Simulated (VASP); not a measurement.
# ZnCo: magnetic anisotropy, part 2 of 2

Aim: the energy of ZnCo with the moments along several directions. The start is a computed cell from the Materials Project.

VASP 6.6.1, plane waves and PAW; the level of theory is named at each step.

Still holding for the runs below: The cell holds one magnetic atom, so no antiferromagnetic order fits into it. The k-mesh is coarse for a metal.

So far: The starting structure; Collinear ground state.

**3. Spin-orbit coupling, axis 0×0×1**

This step: PBEsol, DFT+U (Co d 2 eV), spin-orbit coupling, spin-polarised from a ferromagnetic start; plane waves and PAW (Zn, Co) (VASP 6.6.1).

SAXIS turns the moments; symmetry is off, so that every direction uses the same k-points.

File INCAR:

```
SYSTEM = ZnCo
PREC = Accurate
ENCUT = 350
EDIFF = 1E-08
NELM = 150
ISMEAR = 1
SIGMA = 0.05
LREAL = .FALSE.
ALGO = Normal
GGA = PS
LNONCOLLINEAR = .TRUE.
MAGMOM = 0 0 -0.032 0 0 1.779
NBANDS = 34
GGA_COMPAT = .FALSE.
LASPH = .TRUE.
LSORBIT = .TRUE.
LORBMOM = .TRUE.
ISYM = -1
LDAU = .TRUE.
LDAUTYPE = 2
LDAUL = -1 2
LDAUU = 0 2
LDAUJ = 0 0
LDAUPRINT = 1
LMAXMIX = 4
LORBIT = 11
LWAVE = .FALSE.
LCHARG = .FALSE.
KPAR = 4
AMIX = 0.2
BMIX = 1E-04
AMIX_MAG = 0.8
BMIX_MAG = 1E-04
SAXIS = 0 0 1
ICHARG = 11
ISIF = 0
```

File POSCAR:

```
ZnCo
1.0
    2.6072238118      0.0000000000      0.0000000000
   -1.3036119059      2.2579220543      0.0000000000
    0.0000000000      0.0000000000      4.1716830000
Zn Co
1 1
Direct
    0.6666666667      0.3333333333      0.0000000000
    0.0000000000      0.0000000000      0.5000000000
```

File KPOINTS:

```
Automatic mesh
0
Gamma
11 11 6
0 0 0
```

The projector-augmented-wave data sets are Zn and Co (PBE family, release 64).

The WAVECAR or CHGCAR of an earlier step is read.

Run with:

```sh
$ mpirun -np 4 vasp_ncl
```

What it wrote:

```text
[banner, memory and clock lines left out]
running    4 mpi-ranks, on    1 nodes
 distrk:  each k-point on    1 cores,    4 groups
 distr:  one band on    1 cores,    1 groups

 POSCAR found type information on POSCAR ZnCo
 POSCAR found :  2 types and       2 ions
 [... a notice as in an earlier step ...]

 LDA part: xc-table for (Slater+PW92), standard interpolation
 WARNING: stress and forces are not correct
 POSCAR, INCAR and KPOINTS ok, starting setup
 FFT: planning ... GRIDC
 FFT: planning ... GRID_SOFT
 FFT: planning ... GRID
 WAVECAR not read
 charge density read from file: CHGCAR, ZnCo
magnetization read from file: component  1
 WARNING: random wavefunctions but no delay for mixing, default for NELMDL
 entering main loop
       N       E                     dE             d eps       ncg     rms          rms(c)
DAV:   1     0.117025494629E+03    0.11703E+03   -0.74510E+03 50264   0.148E+03
DAV:   2     0.184525712132E+01   -0.11518E+03   -0.10817E+03 49506   0.300E+02
DAV:   3    -0.746266743076E+01   -0.93079E+01   -0.91752E+01 54090   0.984E+01
DAV:   4    -0.760369192577E+01   -0.14102E+00   -0.14092E+00 55096   0.129E+01
DAV:   5    -0.760772220694E+01   -0.40303E-02   -0.40299E-02 66396   0.173E+00
DAV:   6    -0.760785008231E+01   -0.12788E-03   -0.12787E-03 61618   0.251E-01
DAV:   7    -0.760785089840E+01   -0.81609E-06   -0.81576E-06 66826   0.237E-02
DAV:   8    -0.760785090856E+01   -0.10154E-07   -0.11341E-07 61340   0.238E-03
DAV:   9    -0.760785090984E+01   -0.12824E-08   -0.54863E-10 37290   0.222E-04
   1 F= -.76078509E+01 E0= -.76077166E+01  d E =-.402927E-03  mag=     0.0000     0.0000     1.6946
```

Run time: 54 s. Hardware: 4 MPI ranks of Intel Xeon Platinum 8559C (Emerald Rapids), shared host; peak memory 2.2 GiB.

OUTCAR, selected parts (step 3):

```text
 Found    726 irreducible k-points:

   k-points           NKPTS =    726   k-points in BZ     NKDIM =    726   number of bands    NBANDS=     34

   NELECT =      21.0000    total number of electrons

atom =   2  type =  2  l = 2

 onsite density matrix

spin component  1

  0.9096  0.0000 -0.0000  0.0000  0.0000      0.0000  0.0000  0.0000  0.0000  0.0000
  0.0000  0.9196 -0.0000 -0.0000  0.0000      0.0000  0.0000  0.0000  0.0000  0.0000
 -0.0000 -0.0000  0.8869 -0.0000 -0.0000      0.0000  0.0000  0.0000  0.0000  0.0000
  0.0000 -0.0000 -0.0000  0.9196 -0.0000      0.0000  0.0000  0.0000  0.0000  0.0000
  0.0000  0.0000 -0.0000 -0.0000  0.9096      0.0000  0.0000  0.0000  0.0000  0.0000

spin component  2

  0.0000  0.0000  0.0000  0.0000  0.0000      0.0000  0.0000  0.0000  0.0000  0.0000
  0.0000  0.0000  0.0000  0.0000  0.0000      0.0000  0.0000  0.0000  0.0000  0.0000
  0.0000  0.0000  0.0000  0.0000  0.0000      0.0000  0.0000  0.0000  0.0000  0.0000
  0.0000  0.0000  0.0000  0.0000  0.0000      0.0000  0.0000  0.0000  0.0000  0.0000
  0.0000  0.0000  0.0000  0.0000  0.0000      0.0000  0.0000  0.0000  0.0000  0.0000

spin component  3

spin component  4

  0.6135  0.0000  0.0000 -0.0000  0.0000      0.0000  0.0000  0.0000  0.0000  0.0000
  0.0000  0.3644 -0.0000 -0.0000 -0.0000      0.0000  0.0000  0.0000  0.0000  0.0000
  0.0000 -0.0000  0.7844  0.0000 -0.0000      0.0000  0.0000  0.0000  0.0000  0.0000
 -0.0000 -0.0000  0.0000  0.3644  0.0000      0.0000  0.0000  0.0000  0.0000  0.0000
  0.0000 -0.0000 -0.0000  0.0000  0.6135      0.0000  0.0000  0.0000  0.0000  0.0000

 occupancies and eigenvectors

  o =  0.3644  v =  0.0000  0.0000  0.0000  0.0000  0.0000  0.0000 -1.0000 -0.0000 -0.0000  0.0000      0.0000  0.0000  0.0000  0.0000  0.0000  0.0000  0.0000  0.0000  0.0000  0.0000
  o =  0.3644  v =  0.0000  0.0000  0.0000  0.0000  0.0000  0.0000  0.0000  0.0000 -1.0000 -0.0000      0.0000  0.0000  0.0000  0.0000  0.0000  0.0000  0.0000  0.0000  0.0000  0.0000
  o =  0.6135  v =  0.0000  0.0000  0.0000  0.0000  0.0000  0.0000 -0.0000 -0.0000 -0.0000 -1.0000      0.0000  0.0000  0.0000  0.0000  0.0000  0.0000  0.0000  0.0000  0.0000  0.0000
  o =  0.6135  v =  0.0000  0.0000  0.0000  0.0000  0.0000  1.0000  0.0000  0.0000  0.0000  0.0000      0.0000  0.0000  0.0000  0.0000  0.0000  0.0000  0.0000  0.0000  0.0000  0.0000
  o =  0.7844  v =  0.0000  0.0000  0.0000  0.0000  0.0000  0.0000 -0.0000  1.0000  0.0000 -0.0000      0.0000  0.0000  0.0000  0.0000  0.0000  0.0000  0.0000  0.0000  0.0000  0.0000
  o =  0.8869  v =  0.0000 -0.0000 -1.0000 -0.0000 -0.0000  0.0000  0.0000  0.0000  0.0000  0.0000      0.0000  0.0000  0.0000  0.0000  0.0000  0.0000  0.0000  0.0000  0.0000  0.0000
  o =  0.9096  v =  1.0000  0.0000  0.0000  0.0000  0.0000  0.0000  0.0000  0.0000  0.0000  0.0000      0.0000  0.0000  0.0000  0.0000  0.0000  0.0000  0.0000  0.0000  0.0000  0.0000
  o =  0.9096  v =  0.0000 -0.0000  0.0000  0.0000 -1.0000  0.0000  0.0000  0.0000  0.0000  0.0000      0.0000  0.0000  0.0000  0.0000  0.0000  0.0000  0.0000  0.0000  0.0000  0.0000
  o =  0.9196  v =  0.0000 -1.0000  0.0000  0.0000  0.0000  0.0000  0.0000  0.0000  0.0000  0.0000      0.0000  0.0000  0.0000  0.0000  0.0000  0.0000  0.0000  0.0000  0.0000  0.0000
  o =  0.9196  v =  0.0000 -0.0000  0.0000 -1.0000 -0.0000  0.0000  0.0000  0.0000  0.0000  0.0000      0.0000  0.0000  0.0000  0.0000  0.0000  0.0000  0.0000  0.0000  0.0000  0.0000

 E-fermi :   6.4390

 k-point     1 :       0.0000    0.0000    0.0000
  band No.  band energies     occupation
    ...
     18       3.8022      1.00000
     19       4.5821      1.00000
     20       4.5831      1.00000
     21       5.4409      1.00000
     22       5.5784      1.00000
     23       7.0678     -0.00000
     24       7.1489     -0.00000
     25       9.1585      0.00000
     26       9.7830      0.00000
     27      25.3320      0.00000
    ...

 k-point     2 :       0.0909    0.0000    0.0000
  band No.  band energies     occupation
    ...
     18       3.7545      1.00000
     19       4.6149      1.00000
     20       5.3489      1.00000
     21       5.4073      1.00000
     22       5.6483      1.00000
     23       7.0808     -0.00000
     24       7.3712     -0.00000
     25       9.2447      0.00000
     26       9.8471      0.00000
     27      21.9857      0.00000
    ...

 k-point     3 :       0.1818    0.0000    0.0000
  band No.  band energies     occupation
    ...
     17       3.7283      1.00000
     18       3.7507      1.00000
     19       4.6498      1.00000
     20       5.1746      1.00000
     21       5.9628      1.00000
     22       6.7365     -0.00000
     23       7.0253     -0.00000
     24       8.1513      0.00000
     25       9.5365      0.00000
     26      10.0696      0.00000
    ...

 k-point     4 :       0.2727    0.0000    0.0000
  band No.  band energies     occupation
    ...
     17       3.9715      1.00000
     18       4.1515      1.00000
     19       4.6351      1.00000
     20       5.0277      1.00000
     21       6.4250      0.72703
     22       6.9492     -0.00000
     23       8.4163      0.00000
     24       9.4206      0.00000
     25      10.0900      0.00000
     26      10.5063      0.00000
    ...

 POSITION                                       TOTAL-FORCE (eV/Angst)
 -----------------------------------------------------------------------------------
      1.30361      0.75264      0.00000        -0.000059      0.000034     -0.000000
      0.00000      0.00000      2.08584         0.000059     -0.000034      0.000000
 -----------------------------------------------------------------------------------
    total drift:                               -0.000121      0.000070      0.000000

  FREE ENERGIE OF THE ION-ELECTRON SYSTEM (eV)
  ---------------------------------------------------
  free  energy   TOTEN  =        -7.6078509098 eV

  energy  without entropy=       -7.6074479828  energy(sigma->0) =       -7.60771660

 orbital moment (x)

 # of ion     p       d       tot
 ----------------------------------------
  1        -0.000  -0.000  -0.000
  2         0.000  -0.000   0.000
 ----------------------------------------
            0.000  -0.000  -0.000

 orbital moment (y)

 # of ion     p       d       tot
 ----------------------------------------
  1         0.000  -0.000  -0.000
  2        -0.000   0.000  -0.000
 ----------------------------------------
           -0.000  -0.000  -0.000

 orbital moment (z)

 # of ion     p       d       tot
 ----------------------------------------
  1         0.000  -0.001  -0.001
  2         0.001   0.062   0.063
 ----------------------------------------
            0.001   0.061   0.062

 Spin-Orbit-Coupling matrix elements
 Ion:    1  E_soc:     -0.0098091
 Ion:    2  E_soc:     -0.0143369

 total charge
# of ion       s       p       d       tot
------------------------------------------
    1        0.624   0.575   9.733  10.932
    2        0.424   0.441   7.259   8.124
--------------------------------------------------
tot          1.047   1.016  16.992  19.056

 magnetization (x)
# of ion       s       p       d       tot
------------------------------------------
    1       -0.000  -0.000  -0.000  -0.000
    2       -0.000  -0.000  -0.000  -0.000
--------------------------------------------------
tot         -0.000  -0.000  -0.000  -0.000

 magnetization (y)
# of ion       s       p       d       tot
------------------------------------------
    1       -0.000  -0.000  -0.000  -0.000
    2       -0.000   0.000   0.000  -0.000
--------------------------------------------------
tot         -0.000   0.000  -0.000  -0.000

 magnetization (z)
# of ion       s       p       d       tot
------------------------------------------
    1       -0.012  -0.018  -0.001  -0.031
    2       -0.002  -0.027   1.806   1.777
--------------------------------------------------
tot         -0.014  -0.045   1.805   1.746

[... 5 parts as in an earlier step ...]

[... 3 further parts left out ...]
```

A U on the itinerant d states of such a compound is hard to justify; it moves the bands at the Fermi level.

This step gave:

| Property | Result |
| --- | --- |
| electronic cycles | 9 |
| free energy (TOTEN) | -7.608 eV |
| energy at zero smearing | -7.608 eV |
| moment of the cell, from the last line of the log | 0, 0, 1.695 μB |

Orbital moment by atom:

```
atom  x (μB)  y (μB)   z (μB)    size
 Zn1  0.0000  0.0000  -0.0010  0.0010
 Co2  0.0000  0.0000   0.0630  0.0630
```

On-site spin-orbit energy by atom:

```
atom  on-site spin-orbit energy (eV)
 Zn1                         -0.0098
 Co2                         -0.0143
```

Spin moments are printed in the frame of SAXIS, so no table in Cartesian axes is made from them.

Energy at zero smearing: -7.60772 eV.

**4. Spin-orbit coupling, axis 1×0×0**

Changes to INCAR since step 3:

```diff
@@ -33,3 +33,3 @@
 BMIX_MAG = 1E-04
-SAXIS = 0 0 1
+SAXIS = 1 0 0
 ICHARG = 11
```

POSCAR is that of step 3.

KPOINTS is that of step 3.

The run starts from files that an earlier step left in the folder.

Run with:

```sh
$ mpirun -np 4 vasp_ncl
```

What it wrote:

```text
[... set-up lines as in an earlier step ...]
 entering main loop
       N       E                     dE             d eps       ncg     rms          rms(c)
DAV:   1     0.117069727595E+03    0.11707E+03   -0.74504E+03 50240   0.148E+03
DAV:   2     0.185330061428E+01   -0.11522E+03   -0.10821E+03 49508   0.300E+02
DAV:   3    -0.746296499976E+01   -0.93163E+01   -0.91839E+01 54086   0.984E+01
DAV:   4    -0.760401120002E+01   -0.14105E+00   -0.14094E+00 55084   0.129E+01
DAV:   5    -0.760803185772E+01   -0.40207E-02   -0.40203E-02 66290   0.173E+00
DAV:   6    -0.760815988419E+01   -0.12803E-03   -0.12802E-03 61642   0.252E-01
DAV:   7    -0.760816069583E+01   -0.81165E-06   -0.81179E-06 66810   0.238E-02
DAV:   8    -0.760816070739E+01   -0.11558E-07   -0.11357E-07 61500   0.239E-03
DAV:   9    -0.760816070674E+01    0.65302E-09   -0.54135E-10 37298   0.222E-04
   1 F= -.76081607E+01 E0= -.76080123E+01  d E =-.445315E-03  mag=     0.0000     0.0000     1.6946
```

Run time: 54 s. Hardware: 4 MPI ranks; peak memory 2.2 GiB; 3.5 min of CPU time.

OUTCAR, selected parts (step 4):

```text
 Found    726 irreducible k-points:

   NELECT =      21.0000    total number of electrons

atom =   2  type =  2  l = 2

 onsite density matrix

spin component  1

spin component  2

spin component  3

spin component  4

 occupancies and eigenvectors

 E-fermi :   6.4368

 k-point     1 :       0.0000    0.0000    0.0000
  band No.  band energies     occupation
    ...
     18       3.7699      1.00000
     19       4.5821      1.00000
     20       4.5831      1.00000
     21       5.5102      1.00000
     22       5.5102      1.00000
     23       7.1093     -0.00000
     24       7.1093     -0.00000
     25       9.1579      0.00000
     26       9.7835      0.00000
     27      25.3855      0.00000
    ...

 k-point     2 :       0.0909    0.0000    0.0000
  band No.  band energies     occupation
    ...
     18       3.7547      1.00000
     19       4.6149      1.00000
     20       5.3594      1.00000
     21       5.4182      1.00000
     22       5.6287      1.00000
     23       7.0868     -0.00000
     24       7.3669     -0.00000
     25       9.2442      0.00000
     26       9.8475      0.00000
     27      21.9859      0.00000
    ...

 k-point     3 :       0.1818    0.0000    0.0000
  band No.  band energies     occupation
    ...
     17       3.7087      1.00000
     18       3.7502      1.00000
     19       4.6497      1.00000
     20       5.1835      1.00000
     21       5.9581      1.00000
     22       6.7344     -0.00000
     23       7.0283     -0.00000
     24       8.1508      0.00000
     25       9.5362      0.00000
     26      10.0699      0.00000
    ...

 k-point     4 :       0.2727    0.0000    0.0000
  band No.  band energies     occupation
    ...
     17       3.9574      1.00000
     18       4.1493      1.00000
     19       4.6342      1.00000
     20       5.0351      1.00000
     21       6.4226      0.72898
     22       6.9499     -0.00000
     23       8.4163      0.00000
     24       9.4206      0.00000
     25      10.0898      0.00000
     26      10.5065      0.00000
    ...

 POSITION                                       TOTAL-FORCE (eV/Angst)
 -----------------------------------------------------------------------------------
      1.30361      0.75264      0.00000        -0.000059     -0.000042     -0.000000
      0.00000      0.00000      2.08584         0.000059      0.000042      0.000000
 -----------------------------------------------------------------------------------
    total drift:                               -0.000121      0.000047      0.000000

  FREE ENERGIE OF THE ION-ELECTRON SYSTEM (eV)
  ---------------------------------------------------
  free  energy   TOTEN  =        -7.6081607067 eV

  energy  without entropy=       -7.6077153917  energy(sigma->0) =       -7.60801227

 orbital moment (x)

 # of ion     p       d       tot
 ----------------------------------------
  1         0.002  -0.001   0.001
  2         0.000   0.097   0.097
 ----------------------------------------
            0.002   0.096   0.097

 orbital moment (y)

 # of ion     p       d       tot
 ----------------------------------------
  1         0.000  -0.000   0.000
  2         0.000   0.000   0.000
 ----------------------------------------
            0.000   0.000   0.000

 orbital moment (z)

 # of ion     p       d       tot
 ----------------------------------------
  1        -0.000  -0.000  -0.000
  2        -0.000  -0.000  -0.000
 ----------------------------------------
           -0.000  -0.000  -0.000

 Spin-Orbit-Coupling matrix elements
 Ion:    1  E_soc:     -0.0098110
 Ion:    2  E_soc:     -0.0149447

 total charge
# of ion       s       p       d       tot
------------------------------------------
    1        0.624   0.575   9.733  10.932
    2        0.423   0.441   7.260   8.124
--------------------------------------------------
tot          1.047   1.016  16.993  19.056

 magnetization (x)
# of ion       s       p       d       tot
------------------------------------------
    1       -0.000  -0.000   0.000  -0.000
    2       -0.000   0.000  -0.000  -0.000
--------------------------------------------------
tot         -0.000  -0.000  -0.000  -0.000

 magnetization (y)
# of ion       s       p       d       tot
------------------------------------------
    1       -0.000  -0.000  -0.000  -0.000
    2       -0.000  -0.000   0.000  -0.000
--------------------------------------------------
tot         -0.000  -0.000   0.000  -0.000

 magnetization (z)
# of ion       s       p       d       tot
------------------------------------------
    1       -0.012  -0.018  -0.001  -0.031
    2       -0.002  -0.027   1.806   1.777
--------------------------------------------------
tot         -0.014  -0.045   1.805   1.745

[... 11 parts as in an earlier step ...]

[... 2 further parts left out ...]
```

This step gave:

| Quantity | Value |
| --- | --- |
| Fermi energy | 6.437 eV |

Orbital moment by atom:

```
atom  x (μB)  y (μB)  z (μB)    size
 Zn1  0.0010  0.0000  0.0000  0.0010
 Co2  0.0970  0.0000  0.0000  0.0970
```

On-site spin-orbit energy by atom:

```
atom  on-site spin-orbit energy (eV)
 Zn1                         -0.0098
 Co2                         -0.0149
```

Spin moments are printed in the frame of SAXIS, so no table in Cartesian axes is made from them.

Energy at zero smearing: -7.60801 eV.

**5. Summary**

This step: magnetic anisotropy, PBEsol with spin-orbit coupling, DFT+U (Co d 2 eV); plane waves and PAW (VASP 6.6.1).

This step runs nothing: it gathers the runs above.

Numbers from this step:

* anisotropy energy: 0.2957 meV/magnetic atom
* anisotropy density: 1.929 MJ/m³

Anisotropy, by row:

```
axis (Cartesian)  energy above the easiest (meV/magnetic atom)  orbital moment of the cell (μB)  sum of on-site spin-orbit energies (eV)
           0 0 1                                        0.2957                            0.062                                 -0.02415
           1 0 0                                             0                            0.098                                 -0.02476
```

**6. What came out**

```yaml
anisotropy_energy: 0.296 meV/magnetic atom
anisotropy_density: 1.93 MJ/m³
```

The directions run span 0.296 meV a magnetic atom. The easiest of the directions run is (1 0 0). In a metal this k mesh leaves noise of 0.1 meV or more, so only larger differences count. Spin moments are printed in the frame of SAXIS, whose z axis is the direction run. The density was held from the collinear run (force theorem), which is less safe where spin-orbit coupling is strong. U on a cell of metallic elements alone is a test of sensitivity more than a model of the material.

[Lines on the potential files, build, host, timing and source positions are cut from VASP's logs without a mark.]

[Logs are printed without paths, hosts, clocks, repeated set-up lines and the standing remarks that a program may print on its own settings, such as how far it seeks lower states.]

[Hosts, paths, dates, database ids (printed as entryN), source tags and the programs' standing remarks are cut or masked in the printed files.]

[Runs that stopped without an error message from VASP are left out.]

[In band tables of VASP the shares of atoms and orbitals are scaled to a sum of 1 inside the atoms' spheres.]
